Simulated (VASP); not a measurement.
An input for Quantum ESPRESSO's pw.x (written as the equivalent of a VASP run, and not itself run):

```
&CONTROL
  calculation = 'scf'
  pseudo_dir = './pseudo'
  outdir = './out'
  tprnfor = .true.
  tstress = .true.
/
&SYSTEM
  ibrav = 0
  nat = 4
  ntyp = 3
  ecutwfc = 98
  occupations = 'smearing'
  smearing = 'gaussian'
  degauss = 0.003675
  input_dft = 'pbesol'
  nspin = 2
  starting_magnetization(1) = 0.13
  starting_magnetization(2) = -0.13
/
&ELECTRONS
  conv_thr = 7.3e-09
  electron_maxstep = 100
/
ATOMIC_SPECIES
  Ni1 58.693 Ni.upf
  Ni2 58.693 Ni.upf
  O 15.999 O.upf
CELL_PARAMETERS angstrom
     4.1176734    2.0566919    2.0566919
     2.0566919    4.1176734    2.0566919
     2.0566919    2.0566919    4.1176734
ATOMIC_POSITIONS crystal
  Ni1  0.0000000  0.0000000  0.0000000
  Ni2  0.5000000  0.5000000  0.5000000
  O    0.2469690  0.2590992  0.2469690
  O    0.7500000  0.7500000  0.7500000
K_POINTS automatic
  8 8 8 0 0 0
```

### Question
Translate this input to VASP (INCAR, KPOINTS, POSCAR, choice of POTCAR).

### Answer
One answer among several that fit: 
### POSCAR
```
NiO
1.0
  4.1176733786   2.0566918643   2.0566918643
  2.0566918643   4.1176733786   2.0566918643
  2.0566918643   2.0566918643   4.1176733786
Ni O
2 2
Cartesian
  0.0000000000   0.0000000000   0.0000000000
  4.1155285536   4.1155285536   4.1155285536
  2.0577642766   2.0827642767   2.0577642766
  6.1732928304   6.1732928304   6.1732928304
```

KPOINTS:
```
K-points
0
gamma
8 8 8
0 0 0
```

INCAR:
```
SYSTEM = NiO
PREC = Accurate; ENCUT = 600; LREAL = .FALSE.
LASPH = .TRUE.
EDIFF = 1E-7; NELM = 100; ALGO = Normal
LMAXMIX = 4
ISMEAR = 0; SIGMA = 0.05
GGA = PS
MAGMOM = 1.3 -1.3 2*0.0
ISPIN = 2
ISIF = 2
LWAVE = .FALSE.; LCHARG = .FALSE.; LORBIT = 10
```

POTCAR, in this order: Ni O (PBE.64 set). Program: vasp_std.

What does not carry over: the potentials are each code's own (VASP's PAW set, PseudoDojo norm-conserving files in pw.x), so ENCUT and ecutwfc are chosen apart and not converted; conv_thr bounds pw.x's estimated SCF error, while EDIFF bounds the energy change between steps; starting_magnetization is a fraction of the valence charge and MAGMOM a moment in μB, so they match only roughly.

The compound is NiO in the rock salt, AFM-II order structure. This cell was strained or had an atom moved on purpose.
